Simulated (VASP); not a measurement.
OGaCl2H, in a box:

```
O Ga Cl H
1.0
    12.00000    0.00000    0.00000
     0.00000   13.00000    0.00000
     0.00000    0.00000   12.00000
O Ga Cl H
1 1 2 1
Direct
  0.51845 0.59803 0.52741
  0.50712 0.46348 0.51165
  0.62225 0.36807 0.59506
  0.37992 0.39873 0.41060
  0.46265 0.63517 0.48642
```

Base run:

| Property | Result |
| --- | --- |
| Program | VASP 6.6.1 |
| Functional | BLYP |
| Dispersion | D3(BJ) |
| Potentials or basis | VASP PAW PBE potentials, release 64 (O, Ga_d, Cl, H) |
| Cutoff | 520 eV |
| k mesh | 1 × 1 × 1 |
| Occupations | gaussian, width 0.01 eV |
| Spin | no spin polarisation |

Its results: gap between the frontier levels 5.07 eV; largest force 0.844 eV/Å.

Problem. The run is repeated on the same cell with these changes: functional from BLYP to HSE06. What comes out?

Solution. Gap between the frontier levels 6.83 eV; largest force 0.280 eV/Å.

HSE06 gives the wider gap, since exact exchange removes part of the self-interaction.

Caveats: the PAW data sets were made with another functional, which shifts forces and pressure a little.

